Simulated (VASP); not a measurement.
Here is the system:

```
CELL_PARAMETERS angstrom
      3.95832     0.00000     0.00000
      0.00000     3.95832     0.00000
      0.00000     0.00000     3.95832
ATOMIC_POSITIONS crystal
  K  0.00000 0.00000 0.00000
  Ta 0.50000 0.50000 0.50000
  O  0.50000 0.00000 0.50000
  O  0.00000 0.50000 0.50000
  O  0.50000 0.50000 0.00000
```

Level of theory: PBEsol GGA, VASP's PBE PAW potentials (set 64) (plane waves; VASP). Numerical set-up: 620 eV cut-off, 6×6×6 Γ-centred mesh, Gaussian smearing of 0.050 eV, potentials K_sv Ta_pv O.

Unless said otherwise, spin-orbit coupling is left out, though it shifts the bands of the heavy elements here.

Question: Estimate the energy per atom (σ→0), pressure, band gap (on the k-mesh) with the smallest direct gap where there is one.

Answer: 
```json
{
  "band gap (on the k-mesh)": "2.13 eV",
  "smallest direct gap (on the k-mesh)": "2.74 eV",
  "energy per atom (σ→0)": "-8.581 eV/atom",
  "pressure": "49.6 kbar"
}
```

The compound is KTaO3 in the cubic perovskite structure. It was relaxed first under an external pressure of 5 GPa.
